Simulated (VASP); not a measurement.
Input for VASP

File KPOINTS:
```
Automatic mesh
0
Gamma
3 3 6
0 0 0
```

### INCAR
```
LREAL=.False.   ! projection in real space or not
LASPH=.True.   ! aspherical one-centre terms
IBRION=2   ! conjugate gradients
SYSTEM=Al2In2Sb4
ISIF=3   ! ions, shape and volume
ALGO=Normal
LCHARG=.False.
EDIFFG=-0.02   ! ionic stop
SIGMA=0.05   ! width (eV)
NSW=60   ! most ionic steps
LWAVE=.False.
LMAXMIX=4
NELM=100
ISMEAR=0   ! Gaussian
PREC=Accurate
ENCUT=400   ! plane-wave cut-off (eV)
GGA=PS
EDIFF=1E-6   ! SCF stop (eV)
```

File POSCAR:
```
Al2In2Sb4
1
    0.0030935795     6.3451133630     6.3450909100
    6.3482058511     0.0000010913     6.3481833258
    3.1741034712     3.1741034712     0.0000000000
In Sb Al
2 4 2
Direct
  0.9992200110   0.0002594515   0.0005205375
  0.9992200110   0.5002594515   0.0005205375
  0.1375285909   0.1208239416   0.2416474676
  0.1375285909   0.6208239416   0.2416474676
  0.6125955889   0.1291350306   0.2582693806
  0.6125955889   0.6291350306   0.2582693806
  0.5006558093   0.9997815763   0.9995626144
  0.5006558093   0.4997815763   0.9995626144
```

POTCAR, in this order: In_d Sb Al (PBE.64 set). Program: vasp_std.

Problem. Write an equivalent input for Quantum ESPRESSO's pw.x.

Solution. One equivalent input (not run):
```
&CONTROL
  calculation = 'vc-relax'
  pseudo_dir = './pseudo'
  outdir = './out'
  tprnfor = .true.
  tstress = .true.
  nstep = 60
  forc_conv_thr = 0.00078
/
&SYSTEM
  ibrav = 0
  nat = 8
  ntyp = 3
  ecutwfc = 80
  occupations = 'smearing'
  smearing = 'gaussian'
  degauss = 0.003675
  input_dft = 'pbesol'
/
&ELECTRONS
  conv_thr = 7.3e-08
  electron_maxstep = 100
/
&IONS
/
&CELL
/
ATOMIC_SPECIES
  In 114.818 In.upf
  Sb 121.760 Sb.upf
  Al 26.982 Al.upf
CELL_PARAMETERS angstrom
     0.0030936    6.3451134    6.3450909
     6.3482059    0.0000011    6.3481833
     3.1741035    3.1741035    0.0000000
ATOMIC_POSITIONS crystal
  In   0.9992200  0.0002595  0.0005205
  In   0.9992200  0.5002595  0.0005205
  Sb   0.1375286  0.1208239  0.2416475
  Sb   0.1375286  0.6208239  0.2416475
  Sb   0.6125956  0.1291350  0.2582694
  Sb   0.6125956  0.6291350  0.2582694
  Al   0.5006558  0.9997816  0.9995626
  Al   0.5006558  0.4997816  0.9995626
K_POINTS automatic
  3 3 6 0 0 0
```
Limits of the translation: the potentials are each code's own (VASP's PAW set, PseudoDojo norm-conserving files in pw.x), so ENCUT and ecutwfc are chosen apart and not converted; conv_thr bounds pw.x's estimated SCF error, while EDIFF bounds the energy change between steps; forc_conv_thr acts on force components and is met together with etot_conv_thr.

The structure was generated: Al2In2Sb4 was put into an ordered model structure (R3m), which need not be its known phase. This run relaxes it. Symmetry was kept, so distortions that lower it aren't found. The start is the result of an earlier pass.
